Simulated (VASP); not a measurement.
Energy against volume of BP (zinc blende). Computed with HSEsol screened hybrid, VASP's PBE PAW potentials (set 64) (plane waves; VASP).

```csv
V (Å³/atom),E (eV/atom)
10.689,-7.65587
11.041,-7.67762
11.393,-7.68514
11.746,-7.68036
12.098,-7.66492
```

Question: Fit a third-order Birch-Murnaghan equation of state.

Answer: 
- volume per atom = 11.42 Å³/atom
- bulk modulus = 179 GPa
- pressure derivative of the bulk modulus = 3.67
- lattice constant a = 4.505 Å

Measured: bulk modulus 176 GPa at 0 K (computed value off by +1.3 %), as given by Tamar Goldzak et al., The Journal of Chemical Physics (2022), arXiv:2208.04865 [0 K, zero-point effect removed]; a 4.525 Å at 0 K (computed value off by -0.4 %), as given by Daniel Mejia-Rodriguez et al., Physical Review B (2018), arXiv:1807.09216 [static lattice: zero-point anharmonic expansion removed].

The compound is BP in the zinc blende structure. It was relaxed first. The cell's shape comes from a PBE relaxation.
